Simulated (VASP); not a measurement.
Consider the following.

```yaml
crystal:
  lattice:
    - [1.06321, -1.84154, 0.00000]
    - [1.06321, 1.84154, 0.00000]
    - [0.00000, 0.00000, 3.37654]
  atoms:
    - { symbol: Be, position: [0.33333, 0.66667, 0.25000] }
    - { symbol: Be, position: [0.66667, 0.33333, 0.75000] }
```

Level of theory: PBE GGA, VASP's PBE PAW potentials (set 64) (plane waves; VASP 6.6.1). Settings: 500 eV cut-off, 19×19×11 Γ-centred mesh, first-order Methfessel-Paxton smearing of 0.10 eV, potentials Be.

Predict the energy per atom (σ→0), pressure, band gap (on the k-mesh) with the smallest direct gap where there is one.

```yaml
band gap (on the k-mesh): none (metal, semimetal or under 0.01 eV)
energy per atom (σ→0): -3.663 eV/atom
pressure: 29.80 GPa
```

The absolute energy has meaning only against runs of the same code, potentials and settings.

The compound is Be in the hcp structure. It was relaxed first under an external pressure of 30 GPa.
